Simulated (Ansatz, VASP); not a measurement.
# In19As19H30 (InAs wire along [111], 38 atoms a period, H-terminated): VASP beside Ansatz

One calculation is typed for both programs; each brings its own data sets. How far apart do they land? Of the first pair: The structure shown is the start of the Ansatz relaxation below; VASP solves that cell, so the two are compared at the walk's first step.

Main program and level: Ansatz 0.2.0; plane waves, with VASP 6.6.1 beside it; single point at PBE.

**1. The structure**

The cell holds 68 atoms: 19 In, 19 As and 30 H. Its edges and angles: a = 18.461 Å, b = 20.048 Å, c = 10.721 Å, α = 90.0°, β = 90.0°, γ = 90.0°. Vacuum lies along a and b. The structure's axis is c.

**2. Ansatz: relaxation, PBE**

Ansatz runs on its PAW soft_1 files.

The two programs are compared at the cell with which this relaxation starts, whose forces are those of its first step.

input.yaml

```yaml
crystal:
  lattice:
    - [18.461, 0.0, 0.0]
    - [0.0, 20.048, 0.0]
    - [0.0, 0.0, 10.7213944989]
  atoms:
    - { symbol: In, position: [0.381445176, 0.442377567, 0.0] }
    - { symbol: In, position: [0.49999214, 0.25330208, 0.0] }
    - { symbol: In, position: [0.618539103, 0.442377567, 0.0] }
    - { symbol: As, position: [0.262898213, 0.631453055, 0.25] }
    - { symbol: As, position: [0.381445176, 0.442377567, 0.25] }
    - { symbol: As, position: [0.49999214, 0.25330208, 0.25] }
    - { symbol: As, position: [0.49999214, 0.631453055, 0.25] }
    - { symbol: As, position: [0.618539103, 0.442377567, 0.25] }
    - { symbol: As, position: [0.737086066, 0.631453055, 0.25] }
    - { symbol: H, position: [0.184172038, 0.421206956, 0.277992274] }
    - { symbol: H, position: [0.262898213, 0.295643302, 0.277992274] }
    - { symbol: H, position: [0.421265965, 0.799357932, 0.277992274] }
    - { symbol: H, position: [0.578718314, 0.799357932, 0.277992274] }
    - { symbol: H, position: [0.737086066, 0.295643302, 0.277992274] }
    - { symbol: H, position: [0.815812241, 0.421206956, 0.277992274] }
    - { symbol: H, position: [0.194344522, 0.595006676, 0.298190249] }
    - { symbol: H, position: [0.262898213, 0.704345813, 0.298190249] }
    - { symbol: H, position: [0.431438448, 0.216855701, 0.298190249] }
    - { symbol: H, position: [0.568545831, 0.216855701, 0.298190249] }
    - { symbol: H, position: [0.737086066, 0.704345813, 0.298190249] }
    - { symbol: H, position: [0.805639758, 0.595006676, 0.298190249] }
    - { symbol: In, position: [0.262898213, 0.379352405, 0.333333333] }
    - { symbol: In, position: [0.381445176, 0.568427893, 0.333333333] }
    - { symbol: In, position: [0.49999214, 0.379352405, 0.333333333] }
    - { symbol: In, position: [0.49999214, 0.75750338, 0.333333333] }
    - { symbol: In, position: [0.618539103, 0.568427893, 0.333333333] }
    - { symbol: In, position: [0.737086066, 0.379352405, 0.333333333] }
    - { symbol: As, position: [0.262898213, 0.379352405, 0.583333333] }
    - { symbol: As, position: [0.381445176, 0.568427893, 0.583333333] }
    - { symbol: As, position: [0.49999214, 0.379352405, 0.583333333] }
    - { symbol: As, position: [0.49999214, 0.75750338, 0.583333333] }
    - { symbol: As, position: [0.618539103, 0.568427893, 0.583333333] }
    - { symbol: As, position: [0.737086066, 0.379352405, 0.583333333] }
    - { symbol: H, position: [0.184172038, 0.547257281, 0.611325607] }
    - { symbol: H, position: [0.302719002, 0.736332769, 0.611325607] }
    - { symbol: H, position: [0.381445176, 0.232618139, 0.611325607] }
    - { symbol: H, position: [0.618539103, 0.232618139, 0.611325607] }
    - { symbol: H, position: [0.697265278, 0.736332769, 0.611325607] }
    - { symbol: H, position: [0.815812241, 0.547257281, 0.611325607] }
    - { symbol: H, position: [0.194344522, 0.342906026, 0.631523582] }
    - { symbol: H, position: [0.49999214, 0.830396138, 0.631523582] }
    - { symbol: H, position: [0.805639758, 0.342906026, 0.631523582] }
    - { symbol: In, position: [0.262898213, 0.50540273, 0.666666667] }
    - { symbol: In, position: [0.381445176, 0.316327242, 0.666666667] }
    - { symbol: In, position: [0.381445176, 0.694478218, 0.666666667] }
    - { symbol: In, position: [0.49999214, 0.50540273, 0.666666667] }
    - { symbol: In, position: [0.618539103, 0.694478218, 0.666666667] }
    - { symbol: In, position: [0.618539103, 0.316327242, 0.666666667] }
    - { symbol: In, position: [0.737086066, 0.50540273, 0.666666667] }
    - { symbol: As, position: [0.262898213, 0.50540273, 0.916666667] }
    - { symbol: As, position: [0.381445176, 0.316327242, 0.916666667] }
    - { symbol: As, position: [0.381445176, 0.694478218, 0.916666667] }
    - { symbol: As, position: [0.49999214, 0.50540273, 0.916666667] }
    - { symbol: As, position: [0.618539103, 0.694478218, 0.916666667] }
    - { symbol: As, position: [0.618539103, 0.316327242, 0.916666667] }
    - { symbol: As, position: [0.737086066, 0.50540273, 0.916666667] }
    - { symbol: H, position: [0.184172038, 0.673307606, 0.94465894] }
    - { symbol: H, position: [0.49999214, 0.169592977, 0.94465894] }
    - { symbol: H, position: [0.815812241, 0.673307606, 0.94465894] }
    - { symbol: H, position: [0.194344522, 0.468956351, 0.964856915] }
    - { symbol: H, position: [0.312891485, 0.279880863, 0.964856915] }
    - { symbol: H, position: [0.381445176, 0.767370976, 0.964856915] }
    - { symbol: H, position: [0.618539103, 0.767370976, 0.964856915] }
    - { symbol: H, position: [0.687092794, 0.279880863, 0.964856915] }
    - { symbol: H, position: [0.805639758, 0.468956351, 0.964856915] }
    - { symbol: In, position: [0.262898213, 0.631453055, 0.0] }
    - { symbol: In, position: [0.49999214, 0.631453055, 0.0] }
    - { symbol: In, position: [0.737086066, 0.631453055, 0.0] }
kpoints:
  mp_grid: { grid: [1, 1, 8] }
scf:
  occupations: { method: fermi_dirac, width: 0.05 }
hamiltonian:
  xc: pbe
  pseudopotentials: { kind: paw, azcp: { folder: soft_1 } }
relax:
  cell: { fix: [a, b, alpha, beta, gamma] }
  max_steps: 45
  f_tol: 0.03
```

The run is started by

```sh
$ ansatz run input.yaml --threads 4 --pin off --max-ram 16384MiB --backend cpu --events-out ev --progress --plain --runs-dir out
```

Numbers of over 12 decimals in the logs are rounded to 6 here.

Log:

```text
Engine: ansatz 0.2.0, aarch64-unknown-linux-gnu
Pseudopotentials: kind: paw
Pseudopotential: In, paw, valence charge 13, recommended cutoff 420 eV (normal), soft_1/In.paw.azcp
Pseudopotential: As, paw, valence charge 15, recommended cutoff 420 eV (normal), soft_1/As.paw.azcp
Pseudopotential: H, paw, valence charge 1, recommended cutoff 420 eV (normal), soft_1/H.paw.azcp
Functional definition: PBE
  parameter kappa = 0.804
  parameter beta = 0.066725
  exchange = pbe_x(kappa = kappa, mu = beta*pi^2/3)
  correlation = pbe_c(beta = beta)
Crystal: 68 atoms, lattice volume = 3968.054 Å³
Basis set: ecut = 420 eV, 77509 PW (Γ), exchange–correlation on 250×270×144 points (8 copies of the dense FFT grid, shifted against one another)
Bands: 349, of which v1, the nominal top of the filled ones, is band 281 counted from 1 (280 counted from 0)
Symmetry: 2 space group operations
Space group: Pm (ITA 6), of the structure as read, at distance tolerance 1.6e-4 Å
k-points: 5 of 8 (time reversal used)
Non-local potential: In, projectors of the file, l = 0: 2, l = 1: 2, l = 2: 2, l = 3: 1
Non-local potential: As, projectors of the file, l = 0: 2, l = 1: 2, l = 2: 3, l = 3: 1
Non-local potential: H, projectors of the file, l = 0: 2, l = 1: 1
PAW form: soft (Blöchl's): semilocal exchange-correlation on the pseudo side does not see the compensation charge
PAW one-centre angular grid: In, 590 points (default); XC on 64 Gauss nodes
PAW one-centre angular grid: As, 590 points (default); XC on 64 Gauss nodes
PAW one-centre angular grid: H, 110 points (default); XC on 64 Gauss nodes
Initial density: superposition of atomic densities (neutral atoms: chi_scale 0, normalization atom)
Initial wavefunctions: pseudopotential atomic-orbital guess
Functional: x = pbe(κ = 0.804, μ = 0.219515), c = pbe(β = 0.066725)
SCF iter   1: F=—  HF=-199109.427605 eV  |F-HF|=—  |Δ(HF+E_count)|=         —  Δρ=2.80e-2  dr2=3.80e1  ethr=3.10e-3  ⟨swp⟩=6.4  Hψ=5884  notcnv=0  defer=172
preconditioner: auto → Resta (q_TF=auto, 1.970 Å⁻¹)  ε∞=1.8  [insulator: Δε(μ)=1.675 eV  Ē_g=13.055 eV  σ=0.050 eV  W_gap=1.00  n_scr=512 (ndim 8)  ℏωp=11.4 eV  f_vac=0.588  D(μ)=0.00/eV (n_scr^D=0)  ε∞_Penn≈1.8  vacuum switching on, ρ_ref=1.2e-2 e/Å³]
SCF iter   2: F=—  HF=-199099.272967 eV  |F-HF|=—  |Δ(HF+E_count)|=    1.02e1  Δρ=1.12e-2  dr2=5.71e0  ethr=3.10e-3  ⟨swp⟩=3.0  Hψ=2602  notcnv=0  defer=309
SCF iter   3: F=—  HF=-199098.361455 eV  |F-HF|=—  |Δ(HF+E_count)|=   9.12e-1  Δρ=4.21e-3  dr2=2.00e0  ethr=1.02e-3  ⟨swp⟩=4.4  Hψ=1883  notcnv=0  defer=309
SCF iter   4: F=—  HF=-199098.064839 eV  |F-HF|=—  |Δ(HF+E_count)|=   2.97e-1  Δρ=1.53e-3  dr2=2.72e-1  ethr=3.55e-4  ⟨swp⟩=4.0  Hψ=2117  notcnv=0  defer=309
SCF iter   5: F=—  HF=-199098.036679 eV  |F-HF|=—  |Δ(HF+E_count)|=   2.82e-2  Δρ=5.70e-4  dr2=1.16e-2  ethr=4.84e-5  ⟨swp⟩=3.4  Hψ=2680  notcnv=0  defer=309
SCF iter   6: F=—  HF=-199098.041654 eV  |F-HF|=—  |Δ(HF+E_count)|=   4.97e-3  Δρ=2.07e-4  dr2=2.17e-3  ethr=2.07e-6  ⟨swp⟩=2.0  Hψ=2616  notcnv=0  defer=309
SCF iter   7: F=—  HF=-199098.042692 eV  |F-HF|=—  |Δ(HF+E_count)|=   1.04e-3  Δρ=7.42e-5  dr2=5.09e-4  ethr=3.86e-7  ⟨swp⟩=2.0  Hψ=2171  notcnv=0  defer=309
SCF iter   8: F=—  HF=-199098.042858 eV  |F-HF|=—  |Δ(HF+E_count)|=   1.67e-4  Δρ=2.27e-5  dr2=2.49e-5  ethr=9.06e-8  ⟨swp⟩=2.0  Hψ=2616  notcnv=0  defer=309
SCF iter   9: F=—  HF=-199098.042858 eV  |F-HF|=—  |Δ(HF+E_count)|=   7.69e-7  Δρ=7.46e-6  dr2=3.22e-6  ethr=4.44e-9  ⟨swp⟩=2.0  Hψ=2925  notcnv=0  defer=309
SCF iter  10: F=—  HF=-199098.042861 eV  |F-HF|=—  |Δ(HF+E_count)|=   3.85e-6  Δρ=3.12e-6  dr2=1.24e-6  ethr=5.73e-10  ⟨swp⟩=2.0  Hψ=2616  notcnv=0  defer=309
SCF iter  11: F=—  HF=-199098.042862 eV  |F-HF|=—  |Δ(HF+E_count)|=   2.68e-7  Δρ=1.50e-6  dr2=2.69e-7  ethr=2.20e-10  ⟨swp⟩=2.0  Hψ=2526  notcnv=0  defer=309
SCF iter  12: F=-199098.042862 eV  HF=-199098.042862 eV  |F-HF|=9.05e-9  |Δ(HF+E_count)|=   4.77e-8  Δρ=5.73e-7  dr2=1.76e-8  ethr=1.78e-11  ⟨swp⟩=4.0  Hψ=4817  notcnv=0
SCF 1 converged in 12 iterations: F = -199098.042862 eV  dr2 = 1.76e-8
  greatest PAW one-centre occupation: 0.999 electrons in one spin orbital (limit 2), on the As atom at site 8 (counted from 0), in its partial waves of l = 2
relax step   1: F+E_penalty+E_count = -199098.04286173 eV  Δ(F+E_penalty+E_count) = +0.000e0 eV  max|allowed force component| = 9.269e-1 eV/Å  Δτ_max = 0.0000 Å  P = -0.319 GPa  Ω = 3968.054 Å³  fix = [a, b, alpha, beta, gamma]  reactions: a -0.499, b -0.500 GPa; alpha -0.000 GPa/rad  (12 SCF iters, dr2 threshold 1.00e-7 eV, accepted)
Crystal: 68 atoms, lattice volume = 3967.837 Å³
Initial density: handed on by an earlier stage of this run
Initial wavefunctions: those handed on with the density
iter 1 solved again at ethr=3.68e-4 eV; its pass at ethr=3.10e-3 eV (dr2=2.07e0 eV) is discarded
[...]
atom  17  H      0.00149422    -0.00134197    -0.00465184
  atom  18  H      0.00037770     0.00165688    -0.00448575
  atom  19  H     -0.00037770     0.00165688    -0.00448575
  atom  20  H     -0.00149422    -0.00134197    -0.00465184
  atom  21  H     -0.00189998    -0.00061602    -0.00469103
  atom  22  In    -0.00645194    -0.00380967     0.01793953
  atom  23  In    -0.00966700     0.00595403    -0.00473817
  atom  24  In     0.00000000    -0.01061941    -0.00476231
  atom  25  In     0.00000000     0.00797045     0.01791355
  atom  26  In     0.00966700     0.00595403    -0.00473817
  atom  27  In     0.00645194    -0.00380967     0.01793953
  atom  28  As    -0.00496344    -0.00301224    -0.01671004
  atom  29  As    -0.01144557     0.00640497     0.00365263
  atom  30  As     0.00000000    -0.01376544     0.00360438
  atom  31  As     0.00000000     0.00576624    -0.01665757
  atom  32  As     0.01144557     0.00640497     0.00365263
  atom  33  As     0.00496344    -0.00301224    -0.01671004
  atom  34  H     -0.00695365    -0.00224038     0.00758954
  atom  35  H     -0.00181290     0.00708720     0.00750185
  atom  36  H     -0.00528163    -0.00530386     0.00754962
  atom  37  H      0.00528163    -0.00530386     0.00754962
  atom  38  H      0.00181290     0.00708720     0.00750185
  atom  39  H      0.00695365    -0.00224038     0.00758954
  atom  40  H      0.00727594     0.00415704     0.00894801
[...]
atom  61  H      0.00165782     0.00045875    -0.00343517
  atom  62  H     -0.00028049    -0.00178151    -0.00344195
  atom  63  H      0.00028049    -0.00178151    -0.00344195
  atom  64  H     -0.00165782     0.00045875    -0.00343517
  atom  65  H     -0.00133455     0.00113008    -0.00340073
  atom  66  In    -0.00037477     0.00045425    -0.00339225
  atom  67  In     0.00000000     0.01622256    -0.00644562
  atom  68  In     0.00037477     0.00045425    -0.00339225
  max |Σ_I F_I| component: 4.68e-6 eV/Å
--- Stress (GPa, compression-positive) ---
        0.012127       0.000000       0.000000
        0.000000       0.010479       0.000129
        0.000000       0.000129       0.000571
  P = ⅓ Tr σ = 0.0077 GPa (0.077 kbar)
--- Relaxed structure (5 steps of the walk, 4 accepted, 1 SCFs on fresh bases) ---
  F+E_penalty+E_count = -199100.01877763 eV   max|allowed force component| = 2.057e-2 eV/Å   (the final SCF, on the basis selected at the relaxed cell)
  cell:  # Å, volume = 3974.0298 Å³
    - [18.461, 0.0, 0.0]
    - [0.0, 20.048, 0]
    - [0.0, 0, 10.737541]
  atoms:
    - { symbol: In, position: [0.384396, 0.443958, 0.012829] }
    - { symbol: In, position: [0.5, 0.245356, -0.00919877] }
    - { symbol: In, position: [0.615604, 0.443958, 0.012829] }
    - { symbol: As, position: [0.271757, 0.626737, 0.241178] }
    - { symbol: As, position: [0.378112, 0.440601, 0.259561] }
    - { symbol: As, position: [0.5, 0.262707, 0.241164] }
    - { symbol: As, position: [0.5, 0.635017, 0.259553] }
    - { symbol: As, position: [0.621888, 0.440601, 0.259561] }
    - { symbol: As, position: [0.728243, 0.626737, 0.241178] }
    - { symbol: H, position: [0.183342, 0.426940, 0.282292] }
    - { symbol: H, position: [0.267893, 0.292070, 0.282343] }
    - { symbol: H, position: [0.415427, 0.797155, 0.282342] }
    - { symbol: H, position: [0.584573, 0.797155, 0.282342] }
    - { symbol: H, position: [0.732107, 0.292070, 0.282343] }
    - { symbol: H, position: [0.816658, 0.426940, 0.282292] }
    - { symbol: H, position: [0.202756, 0.598029, 0.296782] }
    - { symbol: H, position: [0.264241, 0.696112, 0.296798] }
    - { symbol: H, position: [0.438505, 0.222013, 0.296728] }
    - { symbol: H, position: [0.561495, 0.222013, 0.296728] }
    - { symbol: H, position: [0.735759, 0.696112, 0.296798] }
    - { symbol: H, position: [0.797244, 0.598029, 0.296782] }
    - { symbol: In, position: [0.254147, 0.374680, 0.325743] }
    - { symbol: In, position: [0.388257, 0.564822, 0.344826] }
    - { symbol: In, position: [0.5, 0.386587, 0.344818] }
    - { symbol: In, position: [0.5, 0.766856, 0.325769] }
    - { symbol: In, position: [0.611743, 0.564822, 0.344826] }
    - { symbol: In, position: [0.745853, 0.374680, 0.325743] }
    - { symbol: As, position: [0.271379, 0.383852, 0.576168] }
    - { symbol: As, position: [0.381059, 0.568650, 0.591842] }
    - { symbol: As, position: [0.5, 0.378926, 0.591837] }
    - { symbol: As, position: [0.5, 0.748526, 0.576183] }
    - { symbol: As, position: [0.618941, 0.568650, 0.591842] }
    - { symbol: As, position: [0.728621, 0.383852, 0.576168] }
    - { symbol: H, position: [0.180404, 0.549465, 0.614269] }
    - { symbol: H, position: [0.298724, 0.738200, 0.614270] }
    - { symbol: H, position: [0.381673, 0.228479, 0.614336] }
    - { symbol: H, position: [0.618327, 0.228479, 0.614336] }
    - { symbol: H, position: [0.701276, 0.738200, 0.614270] }
    - { symbol: H, position: [0.819596, 0.549465, 0.614269] }
    - { symbol: H, position: [0.204956, 0.348529, 0.629303] }
    - { symbol: H, position: [0.5, 0.819151, 0.629327] }
    - { symbol: H, position: [0.795044, 0.348529, 0.629303] }
    - { symbol: In, position: [0.258393, 0.507579, 0.661402] }
    - { symbol: In, position: [0.381231, 0.311639, 0.661409] }
    - { symbol: In, position: [0.377162, 0.697026, 0.661411] }
    - { symbol: In, position: [0.5, 0.505412, 0.669522] }
    - { symbol: In, position: [0.622838, 0.697026, 0.661411] }
    - { symbol: In, position: [0.618769, 0.311639, 0.661409] }
    - { symbol: In, position: [0.741607, 0.507579, 0.661402] }
    - { symbol: As, position: [0.271753, 0.509764, 0.912424] }
    - { symbol: As, position: [0.389960, 0.321210, 0.912431] }
    - { symbol: As, position: [0.381783, 0.685262, 0.912426] }
    - { symbol: As, position: [0.5, 0.505410, 0.920204] }
    - { symbol: As, position: [0.618217, 0.685262, 0.912426] }
    - { symbol: As, position: [0.610040, 0.321210, 0.912431] }
    - { symbol: As, position: [0.728247, 0.509764, 0.912424] }
    - { symbol: H, position: [0.177171, 0.677018, 0.946802] }
    - { symbol: H, position: [0.5, 0.162170, 0.946709] }
    - { symbol: H, position: [0.822829, 0.677018, 0.946802] }
    - { symbol: H, position: [0.204607, 0.474520, 0.962652] }
    - { symbol: H, position: [0.323252, 0.285268, 0.962661] }
    - { symbol: H, position: [0.381350, 0.756429, 0.962650] }
    - { symbol: H, position: [0.618650, 0.756429, 0.962650] }
    - { symbol: H, position: [0.676748, 0.285268, 0.962661] }
    - { symbol: H, position: [0.795393, 0.474520, 0.962652] }
    - { symbol: In, position: [0.255419, 0.635455, -0.00919412] }
    - { symbol: In, position: [0.5, 0.628340, 0.012817] }
    - { symbol: In, position: [0.744581, 0.635455, -0.00919412] }
```

The column dr2 measures how far the density is from self-consistency, as an energy; F and HF (Harris–Foulkes) agree once it is small.

[end of part 1 of 3]

[Lines on the potential files, build, host, timing and source positions are cut from VASP's logs without a mark.]

[Logs are printed without paths, hosts, clocks, repeated set-up lines and the standing remarks that a program may print on its own settings, such as how far it seeks lower states.]

[Hosts, paths, dates, database ids (printed as entryN), source tags and the programs' standing remarks are cut or masked in the printed files.]
